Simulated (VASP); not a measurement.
```
CELL_PARAMETERS angstrom
      4.00764     0.00000     0.00000
     -2.00382     3.47072     0.00000
      0.00000     0.00000     3.89517
ATOMIC_POSITIONS crystal
  Gd 0.00000 0.00000 0.50000
  Ni 0.33333 0.66667 0.00000
  As 0.66667 0.33333 0.00000
```

Method: PBEsol GGA, VASP's PBE PAW potentials (set 64) (plane waves; VASP). Settings: 400 eV cut-off, 10×10×9 Γ-centred mesh, tetrahedra with Blöchl corrections, potentials Gd_3 Ni As.

The 4f electrons are frozen in the core of the lanthanide potential, so 4f levels, which can set the real gap, and their magnetism are missing.

Task: Predict the energy per atom (σ→0), band gap (on the k-mesh) with the smallest direct gap where there is one.

Result: 
band gap (on the k-mesh): none (metal, semimetal or under 0.01 eV)
energy per atom (σ→0): -6.525 eV/atom

The structure comes from a computed database's GdNiAs entry (P-6m2); how it stands against other phases isn't given here. It was relaxed first. The run is not spin-polarised, so no magnetic state was tried.
